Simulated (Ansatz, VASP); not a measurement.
# PbO in two plane-wave programs, part 2 of 2

Wanted: the spread between two codes on one cell, functional and k mesh. The cell is taken from a series of runs on this material, whose earlier steps may have relaxed, scaled, displaced or heated it; both programs get it as it stands.

VASP 6.6.1 and Ansatz 0.2.0.

So far: The structure; Ansatz: single point, PBEsol, spin-orbit coupling.

## (3) VASP: single point, PBEsol, spin-orbit coupling

Level of this step: PBEsol, spin-orbit coupling; plane waves and PAW (Pb_d, O) (VASP).

The same cell, functional and mesh now go to VASP, with its own data sets.

Lines of VASP's logs that name or quote its potential files are left out, and so is its time.

File INCAR:

```
SYSTEM = PbO
PREC = Accurate
ENCUT = 520
EDIFF = 1E-06
NELM = 200
ISMEAR = 0
SIGMA = 0.01
LREAL = .FALSE.
ALGO = Normal
GGA = PS
LNONCOLLINEAR = .TRUE.
MAGMOM = 0 0 0 0 0 0 0 0 0 0 0 0 0 0 0 0 0 0 0 0 0 0 0 0
NBANDS = 98
GGA_COMPAT = .FALSE.
LASPH = .TRUE.
LSORBIT = .TRUE.
LORBIT = 11
LWAVE = .FALSE.
LCHARG = .FALSE.
ISIF = 2
EFERMI = MIDGAP
KPAR = 2
```

File POSCAR:

```
PbO
1.0
    5.8760000000      0.0000000000      0.0000000000
    0.0000000000      5.4760000000      0.0000000000
    0.0000000000      0.0000000000      4.7430000000
Pb O
4 4
Direct
    0.2310000000      0.0140000000      0.2500000000
    0.7690000000      0.9860000000      0.7500000000
    0.2310000000      0.4860000000      0.7500000000
    0.7690000000      0.5140000000      0.2500000000
    0.8680000000      0.0820000000      0.2500000000
    0.1320000000      0.9180000000      0.7500000000
    0.8680000000      0.4180000000      0.7500000000
    0.1320000000      0.5820000000      0.2500000000
```

File KPOINTS:

```
Automatic mesh
0
Gamma
4 4 5
0 0 0
```

Potentials, in the order of the species: Pb_d and O (PBE family, release 64).

Launch:

```console
mpirun -np 2 vasp_ncl
```

Numbers of over 12 decimals in the logs are rounded to 6 here.

What it wrote:

```text
[banner, memory and clock lines left out]
running    2 mpi-ranks, on    1 nodes
 distrk:  each k-point on    1 cores,    2 groups
 distr:  one band on    1 cores,    1 groups

 POSCAR found type information on POSCAR PbO
 POSCAR found :  2 types and       8 ions
|                                                                             |
|               ----> ADVICE to this user running VASP <----                  |
|                                                                             |
|     You enforced a specific xc type in the INCAR file but a different       |
|     [... a line on the potential file left out ...]
|     I HOPE YOU KNOW WHAT YOU ARE DOING!                                     |
|                                                                             |

 LDA part: xc-table for (Slater+PW92), standard interpolation
 POSCAR, INCAR and KPOINTS ok, starting setup
 FFT: planning ... GRIDC
 FFT: planning ... GRID_SOFT
 FFT: planning ... GRID
 WAVECAR not read
 entering main loop
       N       E                     dE             d eps       ncg     rms          rms(c)
DAV:   1     0.121058175898E+04    0.12106E+04   -0.36840E+04  5292   0.199E+03
DAV:   2     0.206126868041E+03   -0.10045E+04   -0.96595E+03  5372   0.582E+02
DAV:   3    -0.266878618878E+02   -0.23281E+03   -0.21786E+03  6284   0.291E+02
DAV:   4    -0.536064980380E+02   -0.26919E+02   -0.26262E+02  7088   0.969E+01
DAV:   5    -0.544610135547E+02   -0.85452E+00   -0.84871E+00  6968   0.200E+01    0.155E+01
DAV:   6    -0.470732542063E+02    0.73878E+01   -0.34299E+01  7800   0.426E+01    0.728E+00
DAV:   7    -0.468688566290E+02    0.20440E+00   -0.58180E+00  7160   0.151E+01    0.364E+00
DAV:   8    -0.468230658564E+02    0.45791E-01   -0.13617E+00  7752   0.634E+00    0.127E+00
DAV:   9    -0.467792284548E+02    0.43837E-01   -0.11759E-01  7496   0.397E+00    0.286E-01
DAV:  10    -0.467823943255E+02   -0.31659E-02   -0.29378E-02  7120   0.108E+00    0.164E-01
DAV:  11    -0.467831169741E+02   -0.72265E-03   -0.14910E-03  8544   0.340E-01    0.753E-02
DAV:  12    -0.467830914344E+02    0.25540E-04   -0.13834E-03  7512   0.406E-01    0.613E-02
DAV:  13    -0.467830207676E+02    0.70667E-04   -0.22396E-04  7176   0.158E-01    0.218E-02
DAV:  14    -0.467830226536E+02   -0.18860E-05   -0.68781E-05  6992   0.500E-02    0.827E-03
DAV:  15    -0.467830220624E+02    0.59113E-06   -0.19986E-06  4968   0.102E-02
   1 F= -.46783022E+02 E0= -.46783022E+02  d E =0.000000E+00  mag=    -0.0000    -0.0000    -0.0000
```

Parts of OUTCAR (step 3):

```text
ion  position               nearest neighbor table
   1  0.231  0.014  0.250-   5 2.17   8 2.44   6 2.50   6 2.50   3 3.51   3 3.51   2 3.61   2 3.61
                             3 3.74   3 3.74   4 3.86   4 3.86   2 3.95   2 3.95
   2  0.769  0.986  0.750-   6 2.17   7 2.44   5 2.50   5 2.50   4 3.51   4 3.51   1 3.61   1 3.61
                             4 3.74   4 3.74   3 3.86   3 3.86   1 3.95   1 3.95
   3  0.231  0.486  0.750-   7 2.17   6 2.44   8 2.50   8 2.50   1 3.51   1 3.51   4 3.61   4 3.61
                             1 3.74   1 3.74   2 3.86   2 3.86   4 3.95   4 3.95
   4  0.769  0.514  0.250-   8 2.17   5 2.44   7 2.50   7 2.50   2 3.51   2 3.51   3 3.61   3 3.61
                             2 3.74   2 3.74   1 3.86   1 3.86   3 3.95   3 3.95
   5  0.868  0.082  0.250-   1 2.17   4 2.44   2 2.50   2 2.50
   6  0.132  0.918  0.750-   2 2.17   3 2.44   1 2.50   1 2.50
   7  0.868  0.418  0.750-   3 2.17   2 2.44   4 2.50   4 2.50
   8  0.132  0.582  0.250-   4 2.17   1 2.44   3 2.50   3 2.50

  LATTYP: Found a simple orthorhombic cell.
 ALAT       =     4.7430000000
 B/A-ratio  =     1.1545435378
 C/A-ratio  =     1.2388783470

 Subroutine GETGRP returns: Found  8 space group operations
 (whereof  2 operations were pure point group operations)

The static configuration has the point symmetry S_2 .
 The point group associated with its full space group is D_2h.

 Found     27 irreducible k-points:

   k-points           NKPTS =     27   k-points in BZ     NKDIM =     27   number of bands    NBANDS=     98

   dimension x,y,z NGX =    48 NGY =   42 NGZ =   36
   dimension x,y,z NGXF=    96 NGYF=   84 NGZF=   72

   ENCUT  =  520.0 eV  38.22 Ry    6.18 a.u.  10.93 10.18  8.82*2*pi/ulx,y,z

   NELECT =      80.0000    total number of electrons

 k-points in reciprocal lattice and weights: Automatic mesh
   0.00000000  0.00000000  0.00000000       0.013
   0.25000000  0.00000000  0.00000000       0.025
   0.50000000  0.00000000  0.00000000       0.013
   0.00000000  0.25000000  0.00000000       0.025
   0.25000000  0.25000000  0.00000000       0.050
   0.50000000  0.25000000  0.00000000       0.025
   0.00000000  0.50000000  0.00000000       0.013
   0.25000000  0.50000000  0.00000000       0.025
   0.50000000  0.50000000  0.00000000       0.013
[...]
0.25000000  0.50000000  0.40000000       0.050
   0.50000000  0.50000000  0.40000000       0.025

 average (electrostatic) potential at core
       1 -90.8022       2 -90.8022       3 -90.8022       4 -90.8022       5 -69.0649
       6 -69.0649       7 -69.0649       8 -69.0649

 E-fermi :   5.5342

 k-point     1 :       0.0000    0.0000    0.0000
  band No.  band energies     occupation
    ...
     76       3.5339      1.00000
     77       4.2233      1.00000
     78       4.2233      1.00000
     79       4.5704      1.00000
     80       4.5704      1.00000
     81       7.9863      0.00000
     82       7.9863      0.00000
     83       8.4699      0.00000
     84       8.4699      0.00000
     85       8.7108      0.00000
    ...

 k-point     2 :       0.2500    0.0000    0.0000
  band No.  band energies     occupation
    ...
     76       3.5143      1.00000
     77       4.3980      1.00000
     78       4.3980      1.00000
     79       4.4775      1.00000
     80       4.4775      1.00000
     81       7.2390      0.00000
     82       7.2390      0.00000
     83       8.0739      0.00000
     84       8.0739      0.00000
     85       8.3674      0.00000
    ...

 k-point     3 :       0.5000    0.0000    0.0000
  band No.  band energies     occupation
    ...
     76       3.9325      1.00000
     77       4.0236      1.00000
     78       4.0236      1.00000
     79       4.5785      1.00000
     80       4.5785      1.00000
     81       7.2687      0.00000
     82       7.2687      0.00000
     83       7.3892      0.00000
     84       7.3892      0.00000
     85       7.8908      0.00000
    ...

  Total        2.0708953     -5.0645927     -2.4858763      0.0000000      0.0000000      0.0000000
  in kB       21.7405425    -53.1687878    -26.0970701      0.0000000      0.0000000      0.0000000
  external PRESSURE =     -19.1751051 kB  Pullay stress =       0.0000000 kB

  energy-cutoff  :      520.00
  volume of cell :      152.62
      direct lattice vectors                 reciprocal lattice vectors
     5.876000000  0.000000000  0.000000000     0.170183799  0.000000000  0.000000000
     0.000000000  5.476000000  0.000000000     0.000000000  0.182615047  0.000000000
     0.000000000  0.000000000  4.743000000     0.000000000  0.000000000  0.210837023

 POSITION                                       TOTAL-FORCE (eV/Angst)
 -----------------------------------------------------------------------------------
      1.35736      0.07666      1.18575        -0.003375     -0.928753     -0.000000
      4.51864      5.39934      3.55725         0.003375      0.928753     -0.000000
      1.35736      2.66134      3.55725        -0.003375      0.928753     -0.000000
      4.51864      2.81466      1.18575         0.003375     -0.928753      0.000000
      5.10037      0.44903      1.18575        -0.615903      0.341384     -0.000000
      0.77563      5.02697      3.55725         0.615903     -0.341384      0.000000
      5.10037      2.28897      3.55725        -0.615903     -0.341384     -0.000000
      0.77563      3.18703      1.18575         0.615903      0.341384     -0.000000
 -----------------------------------------------------------------------------------
    total drift:                                0.000000      0.000000     -0.000000

  FREE ENERGIE OF THE ION-ELECTRON SYSTEM (eV)
  ---------------------------------------------------
  free  energy   TOTEN  =       -46.7830220624 eV

  energy  without entropy=      -46.7830220624  energy(sigma->0) =      -46.78302206

 Spin-Orbit-Coupling matrix elements
 Ion:    1  E_soc:     -0.7850968
 Ion:    2  E_soc:     -0.7850968
 Ion:    3  E_soc:     -0.7850968
 Ion:    4  E_soc:     -0.7850968
 Ion:    5  E_soc:     -0.0009771
 Ion:    6  E_soc:     -0.0009771
 Ion:    7  E_soc:     -0.0009771
 Ion:    8  E_soc:     -0.0009771

 total charge
# of ion       s       p       d       tot
------------------------------------------
    1        1.387   0.613   9.872  11.873
    2        1.387   0.613   9.872  11.873
    3        1.387   0.613   9.872  11.873
    4        1.387   0.613   9.872  11.873
    5        1.575   3.339   0.000   4.913
    6        1.575   3.339   0.000   4.913
    7        1.575   3.339   0.000   4.913
    8        1.575   3.339   0.000   4.913
--------------------------------------------------
tot         11.847  15.808  39.489  67.144

 magnetization (x)
# of ion       s       p       d       tot
------------------------------------------
    1        0.000   0.000   0.000   0.000
    2        0.000   0.000   0.000   0.000
    3        0.000   0.000   0.000   0.000
    4        0.000   0.000   0.000   0.000
    5        0.000   0.000   0.000   0.000
    6        0.000   0.000   0.000   0.000
    7        0.000   0.000   0.000   0.000
    8        0.000   0.000   0.000   0.000
--------------------------------------------------
tot          0.000   0.000   0.000   0.000

 magnetization (y)
# of ion       s       p       d       tot
------------------------------------------
    1        0.000   0.000   0.000   0.000
    2        0.000   0.000   0.000   0.000
    3        0.000   0.000   0.000   0.000
    4        0.000   0.000   0.000   0.000
    5        0.000   0.000   0.000   0.000
    6        0.000   0.000   0.000   0.000
    7        0.000   0.000   0.000   0.000
    8       -0.000   0.000   0.000   0.000
--------------------------------------------------
tot          0.000   0.000   0.000   0.000

 magnetization (z)
# of ion       s       p       d       tot
------------------------------------------
    1        0.000   0.000  -0.000   0.000
    2        0.000   0.000  -0.000   0.000
    3       -0.000  -0.000   0.000  -0.000
    4       -0.000  -0.000   0.000  -0.000
    5        0.000   0.000   0.000   0.000
    6        0.000   0.000   0.000   0.000
    7       -0.000  -0.000   0.000  -0.000
    8       -0.000  -0.000   0.000  -0.000
--------------------------------------------------
tot          0.000   0.000   0.000   0.000

[... 3 further parts left out ...]
```

VASP adds spin-orbit coupling inside the spheres on scalar-relativistic partial waves, which describe the 6p1/2 states imperfectly, so such gaps can be off by a tenth of an eV or more.

## (4) Side by side

Known differences besides the potentials themselves: spin-orbit coupling enters by fully relativistic files in Ansatz and inside the spheres in VASP; fixed occupations in Ansatz, narrow Gaussian smearing in VASP; the cutoff is 420 eV in Ansatz and 520 eV in VASP; Ansatz makes its cores anew for this functional, VASP keeps those of its PBE data sets. Total energies have different zeros and are not compared.

Compared:

```
              quantity  Ansatz   VASP  difference
gap on the k mesh (eV)   1.896  1.911      -0.015
```

A gap on the mesh is an upper bound, since the band edges may lie between its points.

## (5) What came out

| Property | Result |
| --- | --- |
| difference in gap on the k mesh (single point, PBEsol, spin-orbit coupling) | -0.015 eV |

In words: The difference in gap on the k mesh is -0.015 eV (single point, PBEsol, spin-orbit coupling), within the 0.08 eV picked in this series as the mark of a large difference. How closely two codes agree says nothing of how well the functional describes the real material.

[Lines on the potential files, build, host, timing and source positions are cut from VASP's logs without a mark.]

[Logs are printed without paths, hosts, clocks, repeated set-up lines and the standing remarks that a program may print on its own settings, such as how far it seeks lower states.]

[Hosts, paths, dates, database ids (printed as entryN), source tags and the programs' standing remarks are cut or masked in the printed files.]
